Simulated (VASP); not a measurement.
OSZICAR of a VASP run on CoSi2 (space group Fm-3m):

**OSZICAR**
```
       N       E                     dE             d eps       ncg     rms          rms(c)
DAV:   1     0.466393106667E+02    0.46639E+02   -0.49539E+03   864   0.858E+02
DAV:   2    -0.204120781500E+02   -0.67051E+02   -0.62352E+02   848   0.210E+02
DAV:   3    -0.232411392503E+02   -0.28291E+01   -0.27483E+01  1076   0.485E+01
DAV:   4    -0.233071276182E+02   -0.65988E-01   -0.65809E-01  1028   0.750E+00
DAV:   5    -0.233089945967E+02   -0.18670E-02   -0.18666E-02  1096   0.122E+00    0.141E+01
DAV:   6    -0.264153320800E+02   -0.31063E+01   -0.36483E+01  1064   0.125E+02    0.170E+01
DAV:   7    -0.219395613701E+02    0.44758E+01   -0.15735E+01  1104   0.977E+01    0.371E+00
DAV:   8    -0.219361993855E+02    0.33620E-02   -0.96755E-01   996   0.767E+00    0.189E+00
DAV:   9    -0.218971915687E+02    0.39008E-01   -0.10884E-01  1120   0.668E+00    0.434E-01
DAV:  10    -0.218965340912E+02    0.65748E-03   -0.56561E-03   996   0.614E-01    0.524E-02
DAV:  11    -0.218965384556E+02   -0.43643E-05   -0.13324E-04  1108   0.136E-01    0.433E-02
DAV:  12    -0.218965345500E+02    0.39056E-05   -0.20885E-05  1188   0.725E-02    0.116E-02
DAV:  13    -0.218965346145E+02   -0.64482E-07   -0.11637E-06   648   0.901E-03
   1 F= -.21896535E+02 E0= -.21878114E+02  d E =-.368405E-01
```

Q: Which electronic solver shows in the log?

A: It is blocked Davidson (ALGO = Normal, or the opening steps of other solvers). The INCAR had ALGO = Normal.

Q: How was spin treated?

A: Without spin polarisation: there is no mag entry.

Q: Can the final energy be trusted as converged?

A: Self-consistency was reached. It stopped with EDIFF = 1E-6, NELM = 100 (LDA (Ceperley-Alder, Perdew-Zunger), plane waves, VASP's LDA PAW potentials (set 64)).

The structure comes from a computed database's CoSi2 entry; how it stands against other phases isn't given here. The cell was not relaxed at this level. The run is not spin-polarised, so no magnetic state was tried. The electron count is odd and the run is not spin-polarised, which forces a metal.
